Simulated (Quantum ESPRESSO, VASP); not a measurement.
VASP input:

INCAR:
```
ALGO = Normal
EDIFF = 1E-6
EDIFFG = -0.01
ENCUT = 400
GGA = PE
IBRION = 2
ISIF = 3
ISMEAR = 0
LASPH = T
LCHARG = F
LMAXMIX = 4
LREAL = F
LWAVE = F
NELM = 100
NSW = 50
PREC = Accurate
SIGMA = 0.1
SYSTEM = PbO2
```

**POSCAR**
```
PbO2
1
    4.9600000000     0.0000000000     0.0000000000
    0.0000000000     4.9600000000     0.0000000000
    0.0000000000     0.0000000000     3.3900000000
Pb O
2 4
Direct
  0.0000000000   0.0000000000   0.0000000000
  0.5000000000   0.5000000000   0.5000000000
  0.3070000000   0.3070000000   0.0000000000
  0.8070000000   0.1930000000   0.5000000000
  0.1930000000   0.8070000000   0.5000000000
  0.6930000000   0.6930000000   0.0000000000
```

**KPOINTS**
```
Automatic mesh
0
Gamma
5 5 7
0 0 0
```

POTCAR, in this order: Pb_d O (PBE.64 set). Program: vasp_std.

Write an input for Quantum ESPRESSO that does the same calculation.

One input that does it (PBE, GBRV 1.5 ultrasoft (PBE) pseudopotentials):
```
&control
   calculation = 'vc-relax'
   prefix = 'pwscf'
   outdir = './work'
   pseudo_dir = './'
/
&system
   ibrav = 6
   A = 4.9600000000
   C = 3.3900000000
   nat = 6
   ntyp = 2
   ecutwfc = 40
   ecutrho = 200
   occupations = 'smearing'
   smearing = 'gaussian'
   degauss = 0.0073499
/
&electrons
   conv_thr = 1e-10
   mixing_beta = 0.5
/
&ions
/
&cell
/
ATOMIC_SPECIES
Pb   207.2000  pb_pbe_v1.uspp.F.UPF
O     15.9990  o_pbe_v1.2.uspp.F.UPF
ATOMIC_POSITIONS angstrom
Pb    0.0000000000    0.0000000000    0.0000000000
Pb    2.4800000000    2.4800000000    1.6950000000
O     1.5227200000    1.5227200000    0.0000000000
O     4.0027200000    0.9572800000    1.6950000000
O     0.9572800000    4.0027200000    1.6950000000
O     3.4372800000    3.4372800000    0.0000000000
K_POINTS automatic
5 5 7  0 0 0
```
The two runs describe the same crystal, functional and task. Each code takes its own potentials, basis and convergence tests.

The structure is a typed PbO2 crystal (P4_2/mnm).
